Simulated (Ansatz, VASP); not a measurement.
# Cross-check of TiO2 (Rutile) between VASP and Ansatz

One calculation is typed for both programs; each brings its own data sets. How far apart do they land? The cell is taken from a series of runs on this material, whose earlier steps may have relaxed, scaled, displaced or heated it; both programs get it as it stands.

Main program and level: Ansatz 0.2.0; plane waves, with VASP 6.6.1 beside it; dielectric response at PBE.

### 1. Set-up

It takes space group P4_2/mnm (No. 136, tetragonal). Conventional cell: a = 4.592 Å, b = 4.592 Å, c = 2.957 Å, α = 90.00°, β = 90.00°, γ = 90.00°. Nearest to Ti lie 6 O at 1.95 to 1.98 Å. Nearest to O lie 3 Ti at 1.95 to 1.98 Å. Farther neighbours and most contacts between anions are not listed.

Structure file:

```cif
data_structure
_symmetry_space_group_name_H-M 'P 1'
_symmetry_Int_Tables_number 1
_cell_length_a 4.5922
_cell_length_b 4.5922
_cell_length_c 2.9574
_cell_angle_alpha 90.000
_cell_angle_beta 90.000
_cell_angle_gamma 90.000
_cell_volume 62.37
loop_
_atom_site_label
_atom_site_type_symbol
_atom_site_fract_x
_atom_site_fract_y
_atom_site_fract_z
_atom_site_occupancy
Ti1 Ti 0.50000 0.50000 0.50000 1
Ti2 Ti 0.00000 0.00000 0.00000 1
O3 O 0.80496 0.19504 0.50000 1
O4 O 0.69504 0.69504 0.00000 1
O5 O 0.19504 0.80496 0.50000 1
O6 O 0.30496 0.30496 0.00000 1
```

### 2. VASP: dielectric response, PBE

The response to a field tests empty states and converges slowly with the mesh.

Lines of VASP's logs that name or quote its potential files are left out, and so is its time.

File INCAR:

```
SYSTEM = TiO2
PREC = Accurate
ENCUT = 520
EDIFF = 1E-08
NELM = 120
ISMEAR = 0
SIGMA = 0.01
LREAL = .FALSE.
ALGO = Normal
GGA = PE
NBANDS = 30
LASPH = .TRUE.
LORBIT = 11
LWAVE = .FALSE.
LCHARG = .FALSE.
ISIF = 2
LEPSILON = .TRUE.
GGA_COMPAT = .FALSE.
EFERMI = MIDGAP
KPAR = 2
```

File POSCAR:

```
TiO2
1.0
    4.5922000000      0.0000000000      0.0000000000
    0.0000000000      4.5922000000      0.0000000000
    0.0000000000      0.0000000000      2.9574000000
Ti O
2 4
Direct
    0.5000000000      0.5000000000      0.5000000000
    0.0000000000      0.0000000000      0.0000000000
    0.8049600000      0.1950400000      0.5000000000
    0.6950400000      0.6950400000      0.0000000000
    0.1950400000      0.8049600000      0.5000000000
    0.3049600000      0.3049600000      0.0000000000
```

File KPOINTS:

```
Automatic mesh
0
Gamma
5 5 8
0 0 0
```

Potentials, in the order of the species: Ti_sv and O (PBE family, release 64).

Launch:

```sh
> mpirun -np 2 vasp_std
```

Numbers of over 12 decimals in the logs are rounded to 6 here.

The program printed:

```text
[banner, memory and clock lines left out]
running    2 mpi-ranks, on    1 nodes
 distrk:  each k-point on    1 cores,    2 groups
 distr:  one band on    1 cores,    1 groups

 POSCAR found type information on POSCAR TiO
 POSCAR found :  2 types and       6 ions
 LDA part: xc-table for (Slater+PW92), standard interpolation
 POSCAR, INCAR and KPOINTS ok, starting setup
 FFT: planning ... GRIDC
 FFT: planning ... GRID_SOFT
 FFT: planning ... GRID
 WAVECAR not read
 entering main loop
       N       E                     dE             d eps       ncg     rms          rms(c)
DAV:   1     0.671798167092E+03    0.67180E+03   -0.24609E+04  1800   0.189E+03
DAV:   2     0.422182763423E+02   -0.62958E+03   -0.59609E+03  1910   0.556E+02
DAV:   3    -0.661498334878E+02   -0.10837E+03   -0.10608E+03  2718   0.207E+02
DAV:   4    -0.709256191424E+02   -0.47758E+01   -0.47699E+01  2478   0.444E+01
DAV:   5    -0.711180957766E+02   -0.19248E+00   -0.19243E+00  2450   0.730E+00    0.315E+01
DAV:   6    -0.541300334837E+02    0.16988E+02   -0.10272E+02  2240   0.975E+01    0.116E+01
DAV:   7    -0.538546791331E+02    0.27535E+00   -0.15049E+01  2150   0.325E+01    0.822E+00
DAV:   8    -0.537388012923E+02    0.11588E+00   -0.32261E+00  2122   0.176E+01    0.370E+00
DAV:   9    -0.536362878189E+02    0.10251E+00   -0.76866E-01  2176   0.786E+00    0.108E+00
DAV:  10    -0.536454527594E+02   -0.91649E-02   -0.77987E-02  2304   0.225E+00    0.461E-01
DAV:  11    -0.536420270285E+02    0.34257E-02   -0.17081E-02  2286   0.919E-01    0.610E-02
DAV:  12    -0.536421568003E+02   -0.12977E-03   -0.16403E-03  2084   0.438E-01    0.107E-01
DAV:  13    -0.536420312315E+02    0.12557E-03   -0.43590E-04  2182   0.220E-01    0.138E-02
DAV:  14    -0.536420378623E+02   -0.66308E-05   -0.53618E-05  2526   0.623E-02    0.177E-02
DAV:  15    -0.536420357830E+02    0.20793E-05   -0.19986E-05  2374   0.476E-02    0.248E-03
DAV:  16    -0.536420357308E+02    0.52176E-07   -0.91691E-07  2334   0.101E-02    0.123E-03
DAV:  17    -0.536420358613E+02   -0.13046E-06   -0.10624E-07  2100   0.283E-03    0.287E-04
DAV:  18    -0.536420358525E+02    0.87930E-08   -0.35071E-09  1038   0.504E-04
   1 F= -.53642036E+02 E0= -.53642036E+02  d E =0.000000E+00
 Linear response reoptimize wavefunctions to high precision
DAV:   1    -0.536420358324E+02    0.20032E-07   -0.20843E-09   992   0.425E-04
DAV:   2    -0.536420358324E+02    0.28194E-10   -0.49596E-10   972   0.196E-04
 Linear response G [H, r] |phi>, progress :
  Direction:   1
       N       E                     dE             d eps       ncg     rms
RMM:   1    -0.217709480713E+03   -0.21771E+03   -0.47859E+03  2043   0.110E+03
RMM:   2    -0.182372221241E+03    0.35337E+02   -0.19800E+02  3244   0.903E+01
RMM:   3    -0.189192108598E+03   -0.68199E+01   -0.47368E+01  4278   0.300E+01
RMM:   4    -0.190283228062E+03   -0.10911E+01   -0.10957E+01  4632   0.136E+01
RMM:   5    -0.190568894510E+03   -0.28567E+00   -0.25787E+00  4728   0.646E+00
RMM:   6    -0.190670247042E+03   -0.10135E+00   -0.83481E-01  4688   0.335E+00
RMM:   7    -0.190697635799E+03   -0.27389E-01   -0.29596E-01  4721   0.183E+00
RMM:   8    -0.190708712676E+03   -0.11077E-01   -0.14571E-01  4779   0.111E+00
RMM:   9    -0.190712042310E+03   -0.33296E-02   -0.58948E-02  4795   0.684E-01
RMM:  10    -0.190713982764E+03   -0.19405E-02   -0.39082E-02  4757   0.452E-01
RMM:  11    -0.190715449499E+03   -0.14667E-02   -0.22849E-02  4700   0.304E-01
RMM:  12    -0.190716283478E+03   -0.83398E-03   -0.21149E-02  4649   0.213E-01
RMM:  13    -0.190716675867E+03   -0.39239E-03   -0.13637E-02  4591   0.154E-01
RMM:  14    -0.190716912087E+03   -0.23622E-03   -0.10861E-02  4505   0.114E-01
[...]
RMM:  23    -0.190717366309E+03   -0.70221E-05   -0.75802E-04  3930   0.124E-02
RMM:  24    -0.190717369629E+03   -0.33196E-05   -0.95702E-04  3857   0.103E-02
RMM:  25    -0.190717373331E+03   -0.37022E-05   -0.53138E-04  3803   0.855E-03
RMM:  26    -0.190717374685E+03   -0.13540E-05   -0.63028E-04  3755   0.721E-03
RMM:  27    -0.190717376699E+03   -0.20137E-05   -0.42420E-04  3706   0.610E-03
RMM:  28    -0.190717377183E+03   -0.48403E-06   -0.43301E-04  3672   0.526E-03
RMM:  29    -0.190717378142E+03   -0.95865E-06   -0.32789E-04  3680   0.455E-03
RMM:  30    -0.190717378414E+03   -0.27267E-06   -0.29786E-04  3629   0.397E-03
[...]
RMM:   1    -0.990728933959E+00   -0.99073E+00   -0.35592E+00  2909   0.129E+01
RMM:   2    -0.108204110518E+01   -0.91312E-01   -0.15107E-01  3465   0.249E+00
RMM:   3    -0.109373883988E+01   -0.11698E-01   -0.58015E-02  4124   0.847E-01
RMM:   4    -0.109491848775E+01   -0.11796E-02   -0.11959E-02  4396   0.382E-01
RMM:   5    -0.109539080752E+01   -0.47232E-03   -0.27739E-03  4423   0.168E-01
RMM:   6    -0.109547595377E+01   -0.85146E-04   -0.67232E-04  4447   0.816E-02
RMM:   7    -0.109550150324E+01   -0.25549E-04   -0.22110E-04  4407   0.415E-02
RMM:   8    -0.109550846347E+01   -0.69602E-05   -0.65055E-05  4407   0.213E-02
RMM:   9    -0.109551067001E+01   -0.22065E-05   -0.32199E-05  4312   0.116E-02
RMM:  10    -0.109551156144E+01   -0.89142E-06   -0.21031E-05  4259   0.639E-03
RMM:  11    -0.109551191186E+01   -0.35042E-06   -0.20986E-06  4129   0.372E-03
RMM:  12    -0.109551204843E+01   -0.13658E-06   -0.10767E-05  4046   0.210E-03
[...]
RMM:  20    -0.137582291264E+01    0.37145E-10    0.18136E-07  1896   0.100E-04
RMM:  21    -0.137582291221E+01    0.42300E-09    0.10630E-09  1785   0.967E-05
 change of polarisation eV/A/(eV/A) component  3 :    -0.433    -0.072     2.752
 dielectric tensor                  component  3 :    -1.257    -0.209     8.984
 Linear response to external field, progress :
  Direction:   1
       N       E                     dE             d eps       ncg     rms          rms(c)
RMM:   1    -0.102513827419E+01   -0.10251E+01   -0.38367E+00  4297   0.129E+01
RMM:   2    -0.112381552691E+01   -0.98677E-01   -0.15642E-01  5271   0.250E+00    0.148E+00
RMM:   3    -0.110990812404E+01    0.13907E-01   -0.20658E-01  5491   0.247E+00    0.895E-01
RMM:   4    -0.111768145194E+01   -0.77733E-02   -0.41920E-02  5740   0.123E+00    0.486E-01
RMM:   5    -0.114592490667E+01   -0.28243E-01   -0.19210E-02  5786   0.847E-01    0.138E-01
RMM:   6    -0.115318505786E+01   -0.72602E-02   -0.83738E-03  6118   0.451E-01    0.722E-02
RMM:   7    -0.115496739701E+01   -0.17823E-02   -0.23533E-03  6068   0.243E-01    0.234E-02
RMM:   8    -0.115573157306E+01   -0.76418E-03   -0.85841E-04  6305   0.129E-01    0.169E-02
RMM:   9    -0.115579708628E+01   -0.65513E-04   -0.27888E-04  6325   0.673E-02    0.504E-03
RMM:  10    -0.115595588168E+01   -0.15880E-03   -0.74287E-05  6624   0.347E-02    0.391E-03
RMM:  11    -0.115607714641E+01   -0.12126E-03   -0.12573E-05  5942   0.194E-02    0.290E-03
RMM:  12    -0.115594858552E+01    0.12856E-03   -0.49718E-06  6380   0.124E-02    0.139E-03
RMM:  13    -0.115595985810E+01   -0.11273E-04    0.13519E-06  6799   0.646E-03    0.961E-04
RMM:  14    -0.115597862472E+01   -0.18767E-04   -0.90845E-06  6640   0.344E-03    0.396E-04
RMM:  15    -0.115597923739E+01   -0.61267E-06    0.16187E-07  6837   0.180E-03    0.362E-04
RMM:  16    -0.115598685323E+01   -0.76158E-05   -0.31334E-06  6237   0.109E-03    0.101E-04
RMM:  17    -0.115598945012E+01   -0.25969E-05   -0.24712E-07  6603   0.647E-04    0.345E-05
RMM:  18    -0.115598891053E+01    0.53959E-06   -0.15332E-07  6431   0.347E-04    0.233E-05
RMM:  19    -0.115598943806E+01   -0.52752E-06   -0.65938E-07  5585   0.203E-04    0.194E-05
RMM:  20    -0.115598933147E+01    0.10658E-06   -0.14850E-06  5031   0.127E-04    0.808E-06
 change of polarisation eV/A/(eV/A) component  1 :     2.205    -0.154    -0.262
 dielectric tensor                  component  1 :     7.397    -0.447    -0.761
 Linear response to external field, progress :
  Direction:   2
       N       E                     dE             d eps       ncg     rms          rms(c)
RMM:   1    -0.102513819341E+01   -0.10251E+01   -0.38367E+00  4297   0.129E+01
RMM:   2    -0.112381563712E+01   -0.98677E-01   -0.15642E-01  5271   0.250E+00    0.148E+00
RMM:   3    -0.110991046503E+01    0.13905E-01   -0.20663E-01  5491   0.247E+00    0.895E-01
RMM:   4    -0.111768042323E+01   -0.77700E-02   -0.41917E-02  5738   0.123E+00    0.486E-01
RMM:   5    -0.114592459819E+01   -0.28244E-01   -0.19206E-02  5786   0.847E-01    0.138E-01
RMM:   6    -0.115318438172E+01   -0.72598E-02   -0.83667E-03  6115   0.451E-01    0.722E-02
RMM:   7    -0.115496757444E+01   -0.17832E-02   -0.23570E-03  6069   0.243E-01    0.234E-02
RMM:   8    -0.115573290117E+01   -0.76533E-03   -0.79605E-04  6305   0.129E-01    0.170E-02
RMM:   9    -0.115579762847E+01   -0.64727E-04   -0.27814E-04  6323   0.675E-02    0.503E-03
RMM:  10    -0.115596343089E+01   -0.16580E-03   -0.94913E-05  6624   0.350E-02    0.386E-03
RMM:  11    -0.115605512211E+01   -0.91691E-04   -0.48769E-05  5954   0.196E-02    0.266E-03
RMM:  12    -0.115595007047E+01    0.10505E-03   -0.20873E-05  6495   0.121E-02    0.133E-03
RMM:  13    -0.115596009673E+01   -0.10026E-04   -0.12617E-05  6808   0.627E-03    0.977E-04
RMM:  14    -0.115597870978E+01   -0.18613E-04   -0.29573E-06  6655   0.339E-03    0.381E-04
RMM:  15    -0.115597899945E+01   -0.28967E-06   -0.47891E-06  6845   0.176E-03    0.403E-04
RMM:  16    -0.115598608398E+01   -0.70845E-05   -0.22853E-06  6144   0.109E-03    0.140E-04
RMM:  17    -0.115598945457E+01   -0.33706E-05   -0.15731E-06  6454   0.672E-04    0.294E-05
RMM:  18    -0.115598872004E+01    0.73452E-06    0.22450E-07  6597   0.358E-04    0.278E-05
RMM:  19    -0.115598928067E+01   -0.56063E-06   -0.49021E-07  5640   0.208E-04    0.161E-05
RMM:  20    -0.115598948710E+01   -0.20643E-06   -0.72502E-07  5031   0.127E-04    0.694E-06
 change of polarisation eV/A/(eV/A) component  2 :    -0.154     2.205    -0.257
 dielectric tensor                  component  2 :    -0.448     7.397    -0.747
 Linear response to external field, progress :
  Direction:   3
       N       E                     dE             d eps       ncg     rms          rms(c)
RMM:   1    -0.122244598821E+01   -0.12224E+01   -0.46122E+00  2908   0.135E+01
RMM:   2    -0.135974046158E+01   -0.13729E+00   -0.18286E-01  3319   0.256E+00    0.143E+00
RMM:   3    -0.136520963834E+01   -0.54692E-02   -0.78730E-02  3553   0.159E+00    0.817E-01
RMM:   4    -0.140471724253E+01   -0.39508E-01   -0.35131E-02  3515   0.128E+00    0.174E-01
RMM:   5    -0.141933891266E+01   -0.14622E-01   -0.15083E-02  3889   0.550E-01    0.584E-02
RMM:   6    -0.142132085817E+01   -0.19819E-02   -0.25166E-03  3890   0.220E-01    0.404E-02
RMM:   7    -0.142290029763E+01   -0.15794E-02   -0.50469E-04  3630   0.113E-01    0.148E-02
RMM:   8    -0.142304017077E+01   -0.13987E-03   -0.18162E-04  3975   0.535E-02    0.495E-03
RMM:   9    -0.142309378988E+01   -0.53619E-04   -0.88877E-05  3885   0.264E-02    0.447E-03
RMM:  10    -0.142318872513E+01   -0.94935E-04   -0.46098E-05  3870   0.132E-02    0.129E-03
RMM:  11    -0.142319722548E+01   -0.85004E-05   -0.27654E-05  3986   0.685E-03    0.712E-04
RMM:  12    -0.142319890862E+01   -0.16831E-05   -0.13936E-05  4063   0.356E-03    0.536E-04
RMM:  13    -0.142321724721E+01   -0.18339E-04   -0.77929E-06  3853   0.209E-03    0.187E-04
RMM:  14    -0.142321387280E+01    0.33744E-05   -0.55679E-06  4057   0.114E-03    0.838E-05
RMM:  15    -0.142321608230E+01   -0.22095E-05   -0.25605E-06  4013   0.642E-04    0.170E-05
RMM:  16    -0.142321686212E+01   -0.77982E-06   -0.16404E-06  3408   0.335E-04    0.175E-05
RMM:  17    -0.142321710676E+01   -0.24464E-06   -0.77816E-07  3088   0.195E-04    0.761E-06
 change of polarisation eV/A/(eV/A) component  3 :    -0.432    -0.072     2.713
 dielectric tensor                  component  3 :    -1.255    -0.209     8.871
 Born effective charges drift removed
```

Parts of OUTCAR (step 2):

```text
ion  position               nearest neighbor table
   1  0.500  0.500  0.500-   4 1.95   6 1.95   4 1.95   6 1.95   5 1.98   3 1.98
   2  0.000  0.000  0.000-   3 1.95   5 1.95   3 1.95   5 1.95   4 1.98   6 1.98
   3  0.805  0.195  0.500-   2 1.95   2 1.95   1 1.98
   4  0.695  0.695  0.000-   1 1.95   1 1.95   2 1.98
   5  0.195  0.805  0.500-   2 1.95   2 1.95   1 1.98
   6  0.305  0.305  0.000-   1 1.95   1 1.95   2 1.98

  LATTYP: Found a simple tetragonal cell.
 ALAT       =     4.5922000000
 C/A-ratio  =     0.6440050520

 Subroutine GETGRP returns: Found 16 space group operations
 (whereof  8 operations were pure point group operations)

The static configuration has the point symmetry D_2h.
 The point group associated with its full space group is D_4h.

 Found     30 irreducible k-points:

   k-points           NKPTS =     30   k-points in BZ     NKDIM =     30   number of bands    NBANDS=     30

   dimension x,y,z NGX =    36 NGY =   36 NGZ =   24
   dimension x,y,z NGXF=    72 NGYF=   72 NGZF=   48

   ENCUT  =  520.0 eV  38.22 Ry    6.18 a.u.   8.54  8.54  5.50*2*pi/ulx,y,z

   NELECT =      48.0000    total number of electrons

 k-points in reciprocal lattice and weights: Automatic mesh
   0.00000000  0.00000000  0.00000000       0.005
   0.20000000  0.00000000  0.00000000       0.020
   0.40000000  0.00000000  0.00000000       0.020
   0.20000000  0.20000000  0.00000000       0.020
   0.40000000  0.20000000  0.00000000       0.040
   0.40000000  0.40000000  0.00000000       0.020
   0.00000000  0.00000000  0.12500000       0.010
   0.20000000  0.00000000  0.12500000       0.040
   0.40000000  0.00000000  0.12500000       0.040
[...]
0.40000000  0.20000000  0.50000000       0.040
   0.40000000  0.40000000  0.50000000       0.020

 average (electrostatic) potential at core
       1 -76.1897       2 -76.1897       3 -69.2864       4 -69.2864       5 -69.2864
       6 -69.2864

  Total        2.4290103      2.4290103      2.2399845      0.0000000      0.0000000      0.0000000
  in kB       62.4005314     62.4005314     57.5445151      0.0000000      0.0000000      0.0000000
  external PRESSURE =      60.7818593 kB  Pullay stress =       0.0000000 kB

  energy-cutoff  :      520.00
  volume of cell :       62.37
      direct lattice vectors                 reciprocal lattice vectors
     4.592200000  0.000000000  0.000000000     0.217760550  0.000000000  0.000000000
     0.000000000  4.592200000  0.000000000     0.000000000  0.217760550  0.000000000
     0.000000000  0.000000000  2.957400000     0.000000000  0.000000000  0.338134848

 POSITION                                       TOTAL-FORCE (eV/Angst)
 -----------------------------------------------------------------------------------
      2.29610      2.29610      1.47870        -0.000000      0.000000      0.000000
      0.00000      0.00000      0.00000        -0.000000      0.000000      0.000000
      3.69654      0.89566      1.47870        -0.088880      0.088880      0.000000
      3.19176      3.19176      0.00000         0.088880      0.088880      0.000000
      0.89566      3.69654      1.47870         0.088880     -0.088880      0.000000
      1.40044      1.40044      0.00000        -0.088880     -0.088880     -0.000000
 -----------------------------------------------------------------------------------
    total drift:                                0.000000      0.000000     -0.000000

 MACROSCOPIC STATIC DIELECTRIC TENSOR (including local field effects in DFT)
 ------------------------------------------------------
           7.396853    -0.000000     0.000000
          -0.000000     7.396853     0.000000
           0.000000     0.000000     8.871077
 ------------------------------------------------------

 PIEZOELECTRIC TENSOR (including local field effects)  for field in x, y, z        (C/m^2)
          XX          YY          ZZ          XY          YZ          ZX
  --------------------------------------------------------------------------------
  x     0.00000     0.00000     0.00000     0.00000     0.00000     0.00000
  y     0.00000     0.00000     0.00000     0.00000     0.00000     0.00000
  z     0.00000     0.00000     0.00000     0.00000     0.00000     0.00000

 BORN EFFECTIVE CHARGES (including local field effects) (in |e|, cummulative output)
 ---------------------------------------------------------------------------------
 ion    1
    1     6.30114    -1.01695     0.00000
    2    -1.01695     6.30114     0.00000
    3     0.00000     0.00000     7.74083
 ion    2
    1     6.30114     1.01695     0.00000
    2     1.01695     6.30114     0.00000
    3     0.00000     0.00000     7.74083
 ion    3
    1    -3.15057     1.80153     0.00000
    2     1.80153    -3.15057     0.00000
    3     0.00000     0.00000    -3.87042
 ion    4
    1    -3.15057    -1.80153     0.00000
    2    -1.80153    -3.15057     0.00000
    3     0.00000     0.00000    -3.87042
 ion    5
    1    -3.15057     1.80153     0.00000
    2     1.80153    -3.15057     0.00000
    3     0.00000     0.00000    -3.87042
 ion    6
    1    -3.15057    -1.80153     0.00000
    2    -1.80153    -3.15057     0.00000
    3     0.00000     0.00000    -3.87042
```

This run has no spin polarisation, so a moment on Ti, if there is one, isn't seen.

[end of part 1 of 2]

[Lines on the potential files, build, host, timing and source positions are cut from VASP's logs without a mark.]

[Logs are printed without paths, hosts, clocks, repeated set-up lines and the standing remarks that a program may print on its own settings, such as how far it seeks lower states.]

[Hosts, paths, dates, database ids (printed as entryN), source tags and the programs' standing remarks are cut or masked in the printed files.]
